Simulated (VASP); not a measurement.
Computed with PBE GGA, VASP's PBE PAW potentials (set 64) (plane waves; VASP).

The input files of a VASP run:

### POSCAR
```
CuI
1
    0.0000000000     3.0855000000     3.0855000000
    3.0855000000     0.0000000000     3.0855000000
    3.0855000000     3.0855000000     0.0000000000
Cu I
1 1
Direct
  0.0000000000   0.0000000000   0.0000000000
  0.2500000000   0.2500000000   0.2500000000
```

File KPOINTS:
```
Automatic mesh
0
Gamma
7 7 7
0 0 0
```

INCAR:
```
! general
SYSTEM  = CuI
PREC    = Accurate
ENCUT   = 520
LREAL   = .False.
LASPH   = .True.

! electronic loop
EDIFF   = 1E-6
NELM    = 100
ALGO    = Normal
LMAXMIX = 4

! smearing
ISMEAR  = 0
SIGMA   = 0.05

! functional
GGA     = PE

! ions
ISIF    = 2

! output
LWAVE   = .False.
LCHARG  = .False.
```

POTCAR, in this order: Cu_pv I (PBE.64 set). Program: vasp_std.

Output

### OUTCAR
```
 ion  position               nearest neighbor table
   1  0.000  0.000  0.000-   2 2.67   2 2.67   2 2.67   2 2.67
   2  0.250  0.250  0.250-   1 2.67   1 2.67   1 2.67   1 2.67
  LATTYP: Found a face centered cubic cell.
 ALAT       =     6.1710000000
 Subroutine PRICEL returns:
 Original cell was already a primitive cell.
 Subroutine GETGRP returns: Found 24 space group operations
The static configuration has the point symmetry T_d .
The dynamic configuration has the point symmetry T_d .
 Subroutine INISYM returns: Found 24 space group operations
 Subroutine IBZKPT returns following result:
 Found     20 irreducible k-points:

 Following reciprocal coordinates:
            Coordinates               Weight
  0.000000  0.000000  0.000000      1.000000
  0.142857  0.000000  0.000000      8.000000
  0.285714  0.000000  0.000000      8.000000
  0.428571  0.000000  0.000000      8.000000
  0.142857  0.142857  0.000000      6.000000
  0.285714  0.142857  0.000000     24.000000
  0.428571  0.142857  0.000000     24.000000
 -0.428571  0.142857  0.000000     24.000000
 -0.285714  0.142857  0.000000     24.000000
 -0.142857  0.142857  0.000000     12.000000
  0.285714  0.285714  0.000000      6.000000
  0.428571  0.285714  0.000000     24.000000
 -0.428571  0.285714  0.000000     24.000000
 -0.285714  0.285714  0.000000     12.000000
  0.428571  0.428571  0.000000      6.000000
 -0.428571  0.428571  0.000000     12.000000
  0.428571  0.285714  0.142857     24.000000
 -0.428571  0.285714  0.142857     48.000000
 -0.428571  0.428571  0.142857     24.000000
 -0.285714  0.428571  0.142857     24.000000
   k-points           NKPTS =     20   k-points in BZ     NKDIM =     20   number of bands    NBANDS=     16
   number of dos      NEDOS =    301   number of ions     NIONS =      2
   total plane-waves  NPLWV =  32768
   dimension x,y,z NGX =    32 NGY =   32 NGZ =   32
...
```

File OSZICAR:
```
       N       E                     dE             d eps       ncg     rms          rms(c)
DAV:   1     0.145148746180E+03    0.14515E+03   -0.15473E+04   808   0.148E+03
DAV:   2     0.838565375549E+00   -0.14431E+03   -0.14131E+03   648   0.355E+02
DAV:   3    -0.561338979434E+01   -0.64520E+01   -0.64279E+01   864   0.812E+01
DAV:   4    -0.573069885940E+01   -0.11731E+00   -0.11730E+00   824   0.106E+01
DAV:   5    -0.573151037245E+01   -0.81151E-03   -0.81151E-03   848   0.837E-01    0.534E+00
DAV:   6    -0.568120897109E+01    0.50301E-01   -0.42943E+00   640   0.312E+01    0.610E+00
DAV:   7    -0.554695931138E+01    0.13425E+00   -0.76142E-01   640   0.171E+01    0.242E+00
DAV:   8    -0.554867626357E+01   -0.17170E-02   -0.88795E-02   704   0.424E+00    0.674E-01
DAV:   9    -0.554630028840E+01    0.23760E-02   -0.18524E-02   744   0.218E+00    0.260E-01
DAV:  10    -0.554644108806E+01   -0.14080E-03   -0.57619E-04   696   0.235E-01    0.133E-01
DAV:  11    -0.554646661301E+01   -0.25525E-04   -0.48295E-04   744   0.364E-01    0.380E-02
DAV:  12    -0.554647158653E+01   -0.49735E-05   -0.28491E-05   744   0.438E-02    0.232E-02
DAV:  13    -0.554647331869E+01   -0.17322E-05   -0.79103E-06   744   0.396E-02    0.614E-03
DAV:  14    -0.554647362252E+01   -0.30382E-06   -0.19427E-06   768   0.106E-02
   1 F= -.55464736E+01 E0= -.55464736E+01  d E =-.215228E-24
```

### OUTCAR
```
------------------------ aborting loop because EDIFF is reached ----------------------------------------
  FORCE on cell =-STRESS in cart. coord.  units (eV):
  Direction    XX          YY          ZZ          XY          YZ          ZX
  --------------------------------------------------------------------------------------
  Total       -0.7807876     -0.7807876     -0.7807876      0.0000000      0.0000000      0.0000000
  in kB      -21.2929988    -21.2929988    -21.2929988      0.0000000      0.0000000      0.0000000
  external PRESSURE =     -21.2929988 kB  Pullay stress =       0.0000000 kB
  volume of cell :       58.75
      direct lattice vectors                 reciprocal lattice vectors
     0.000000000  3.085500000  3.085500000    -0.162048290  0.162048290  0.162048290
     3.085500000  0.000000000  3.085500000     0.162048290 -0.162048290  0.162048290
     3.085500000  3.085500000  0.000000000     0.162048290  0.162048290 -0.162048290
  FREE ENERGIE OF THE ION-ELECTRON SYSTEM (eV)
  ---------------------------------------------------
  free  energy   TOTEN  =        -5.5464736225 eV

  energy  without entropy=       -5.5464736225  energy(sigma->0) =       -5.54647362
```
(Selected blocks of OUTCAR.)

The compound is CuI in the zinc blende structure. The cell was not relaxed at this level. The run is one of a series of settings (ENCUT = 520, POTCAR Cu_pv I (PBE.64 set) against the base run), some of them coarse on purpose.
